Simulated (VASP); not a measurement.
Method: PBE GGA with spin-orbit coupling, VASP's PBE PAW potentials (set 64) (plane waves; VASP 6.6.1).

VASP ran on this input.

KPOINTS_OPT:
```
k-points along high-symmetry lines
5
Line-mode
Reciprocal
  0.000000   0.000000   0.000000 ! GAMMA
 -0.000000   0.500000   0.000000 ! M

 -0.000000   0.500000   0.000000 ! M
 -0.333333   0.666667   0.000000 ! K

 -0.333333   0.666667   0.000000 ! K
  0.000000   0.000000   0.000000 ! GAMMA

  0.000000   0.000000   0.000000 ! GAMMA
  0.000000   0.000000   0.500000 ! A

  0.000000   0.000000   0.500000 ! A
 -0.000000   0.500000   0.500000 ! L

 -0.000000   0.500000   0.500000 ! L
 -0.333333   0.666667   0.500000 ! H

 -0.333333   0.666667   0.500000 ! H
  0.000000   0.000000   0.500000 ! A

 -0.000000   0.500000   0.500000 ! L
 -0.000000   0.500000   0.000000 ! M

 -0.333333   0.666667   0.500000 ! H
 -0.333333   0.666667   0.000000 ! K
```

### KPOINTS
```
Automatic mesh
0
gamma
  13 13 7
```

**POSCAR**
```
Ti
1
    1.4642234512    -2.5361094687     0.0000000000
    1.4642234512     2.5361094687     0.0000000000
    0.0000000000     0.0000000000     4.6422583589
Ti
2
Direct
  0.3333330000   0.6666670000   0.2500000000
  0.6666670000   0.3333330000   0.7500000000
```

**INCAR**
```
ALGO=Normal
EDIFF=1E-6
ENCUT=400
GGA=PE
GGA_COMPAT=.FALSE.
ISMEAR=0
LASPH=.TRUE.
LCHARG=.FALSE.
LMAXMIX=4
LREAL=.FALSE.
LSORBIT=.TRUE.
LWAVE=.FALSE.
MAGMOM=0 0 0 0 0 0
NELM=100
PREC=Accurate
SIGMA=0.05
SYSTEM=Ti
```

POTCAR, in this order: Ti_sv (PBE.64 set). Program: vasp_ncl.

### Question
Predict the energy per atom (σ→0), band gap (over mesh and band path).

### Answer

```yaml
energy per atom (σ→0): -7833 meV/atom
band gap (over mesh and band path): none (metal, semimetal or under 0.01 eV)
```

File OSZICAR:
```
...
DAV:   8    -0.156773203730E+02   -0.28298E-01   -0.25165E-01  6520   0.651E+00    0.731E-01
DAV:   9    -0.156664654409E+02    0.10855E-01   -0.59281E-02  6464   0.276E+00    0.669E-02
DAV:  10    -0.156666473014E+02   -0.18186E-03   -0.30551E-03  8344   0.424E-01    0.904E-02
DAV:  11    -0.156666831558E+02   -0.35854E-04   -0.27552E-04  6984   0.179E-01    0.336E-02
DAV:  12    -0.156666737723E+02    0.93834E-05   -0.84294E-05  6840   0.949E-02    0.964E-03
DAV:  13    -0.156666736316E+02    0.14074E-06   -0.36466E-06  6192   0.221E-02
   1 F= -.15666674E+02 E0= -.15665161E+02  d E =-.302455E-02  mag=    -0.0000     0.0000     0.0000
       N       E                     dE             ncg
```

The compound is Ti in the hcp structure. It was relaxed first.
